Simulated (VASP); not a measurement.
Level of theory: r2SCAN meta-GGA, VASP's PBE PAW potentials (set 64) (plane waves; VASP).

VASP input:

**KPOINTS**
```
Automatic mesh
0
Gamma
13 13 13
0 0 0
```

INCAR:
```
ALGO  =  Normal
EDIFF  =  1E-6
EDIFFG  =  -0.01
ENCUT  =  400
IBRION  =  2
ISIF  =  3
ISMEAR  =  1
LASPH  =  .TRUE.
LCHARG  =  .FALSE.
LMAXMIX  =  6
LMIXTAU  =  .TRUE.
LREAL  =  .FALSE.
LWAVE  =  .FALSE.
METAGGA  =  R2SCAN
NELM  =  100
NSW  =  60
PREC  =  Accurate
SIGMA  =  0.1
SYSTEM  =  Pt
```

File POSCAR:
```
Pt
1.0
  2.6048128761   0.0000000000   0.0000000000
  0.0000000000   2.6048128761   0.0000000000
  0.0000000000   0.0000000000   2.6048128761
Pt
1
Cart
  0.0000000000   0.0000000000   0.0000000000
```

POTCAR, in this order: Pt (PBE.64 set). Program: vasp_std.

What VASP printed:

File OSZICAR:
```
       N       E                     dE             d eps       ncg     rms          rms(c)
DAV:   1    -0.227928589167E+02   -0.22793E+02   -0.47804E+03  1737   0.828E+02
DAV:   2    -0.541997273173E+02   -0.31407E+02   -0.30063E+02  1603   0.157E+02
DAV:   3    -0.544824825819E+02   -0.28276E+00   -0.28241E+00  1764   0.149E+01
DAV:   4    -0.544837552730E+02   -0.12727E-02   -0.12726E-02  1673   0.107E+00
DAV:   5    -0.544837700379E+02   -0.14765E-04   -0.14766E-04  1750   0.108E-01    0.983E+00
DAV:   6    -0.508075038591E+02    0.36763E+01   -0.37559E+00  1532   0.165E+01    0.541E+00
DAV:   7    -0.510178512728E+02   -0.21035E+00   -0.33563E-01  1519   0.368E+00    0.329E+00
DAV:   8    -0.510704587843E+02   -0.52608E-01   -0.13861E-01  1519   0.284E+00    0.265E-01
DAV:   9    -0.510813602113E+02   -0.10901E-01   -0.89649E-03  1537   0.846E-01    0.134E-01
DAV:  10    -0.510806022185E+02    0.75799E-03   -0.30585E-03  1583   0.447E-01    0.554E-02
DAV:  11    -0.510818285206E+02   -0.12263E-02   -0.12671E-03  1531   0.271E-01    0.626E-02
DAV:  12    -0.510820508162E+02   -0.22230E-03   -0.18041E-04  1562   0.115E-01    0.164E-02
DAV:  13    -0.510820741702E+02   -0.23354E-04   -0.36599E-05  1553   0.489E-02    0.219E-03
DAV:  14    -0.510820737540E+02    0.41622E-06   -0.89597E-07  1405   0.939E-03
   1 F= -.51082074E+02 E0= -.51082264E+02  d E =-.510821E+02
       N       E                     dE             d eps       ncg     rms          rms(c)
DAV:   1    -0.510826410760E+02   -0.56691E-03   -0.12952E-02  1532   0.122E+00    0.155E-01
DAV:   2    -0.510820234863E+02    0.61759E-03   -0.21527E-03  1538   0.386E-01    0.496E-02
DAV:   3    -0.510820429242E+02   -0.19438E-04   -0.39016E-05  1530   0.674E-02    0.396E-02
DAV:   4    -0.510820247580E+02    0.18166E-04   -0.16484E-04  1537   0.866E-02    0.207E-02
DAV:   5    -0.510820477149E+02   -0.22957E-04   -0.77697E-05  1519   0.661E-02    0.119E-03
DAV:   6    -0.510820488878E+02   -0.11728E-05   -0.15334E-06  1452   0.108E-02    0.779E-04
DAV:   7    -0.510820492765E+02   -0.38880E-06   -0.12061E-07   758   0.331E-03
   2 F= -.51082049E+02 E0= -.51082245E+02  d E =0.244774E-04
       N       E                     dE             d eps       ncg     rms          rms(c)
DAV:   1    -0.510823585938E+02   -0.30971E-03   -0.59791E-03  1535   0.831E-01    0.108E-01
DAV:   2    -0.510820669583E+02    0.29164E-03   -0.10515E-03  1538   0.271E-01    0.345E-02
DAV:   3    -0.510820785074E+02   -0.11549E-04   -0.14087E-05  1537   0.403E-02    0.270E-02
DAV:   4    -0.510820724411E+02    0.60663E-05   -0.73161E-05  1536   0.585E-02    0.138E-02
DAV:   5    -0.510820810965E+02   -0.86554E-05   -0.36124E-05  1516   0.455E-02    0.116E-03
DAV:   6    -0.510820818875E+02   -0.79094E-06   -0.93116E-07  1081   0.824E-03
   3 F= -.51082082E+02 E0= -.51082274E+02  d E =-.813349E-05
```

### OUTCAR
```
------------------------ aborting loop because EDIFF is reached ----------------------------------------
  FORCE on cell =-STRESS in cart. coord.  units (eV):
  Direction    XX          YY          ZZ          XY          YZ          ZX
  --------------------------------------------------------------------------------------
  Total        0.0030863      0.0030863      0.0030863      0.0000000     -0.0000000     -0.0000000
  in kB        0.2795582      0.2795582      0.2795582      0.0000000     -0.0000000     -0.0000000
  external PRESSURE =       0.2795582 kB  Pullay stress =       0.0000000 kB
  volume of cell :       17.69
      direct lattice vectors                 reciprocal lattice vectors
     2.605510780  0.000000000 -0.000000000     0.383801905 -0.000000000 -0.000000000
     0.000000000  2.605510780 -0.000000000    -0.000000000  0.383801905 -0.000000000
     0.000000000  0.000000000  2.605510780     0.000000000  0.000000000  0.383801905
 POSITION                                       TOTAL-FORCE (eV/Angst)
 -----------------------------------------------------------------------------------
      0.00000      0.00000      0.00000         0.000000      0.000000      0.000000
 -----------------------------------------------------------------------------------
    total drift:                                0.000000      0.000000     -0.000000
  FREE ENERGIE OF THE ION-ELECTRON SYSTEM (eV)
  ---------------------------------------------------
  free  energy   TOTEN  =       -51.0820818875 eV

  energy  without entropy=      -51.0826577664  energy(sigma->0) =      -51.08227385

 reached required accuracy - stopping structural energy minimisation
```
(Selected blocks of OUTCAR.)

CONTCAR:
```
Pt
   1.00000000000000
     2.6055107796858801    0.0000000000000000   -0.0000000000000000
     0.0000000000000000    2.6055107796858801   -0.0000000000000000
     0.0000000000000000    0.0000000000000000    2.6055107796858801
  Pt
     1
Direct
     0.0000000000000000    0.0000000000000000    0.0000000000000000
```

The structure was generated: Pt was put into the simple-cubic type (Pm-3m), which need not be its known phase. This run relaxes it. Symmetry was kept, so distortions that lower it aren't found. The start is the result of an earlier pass.
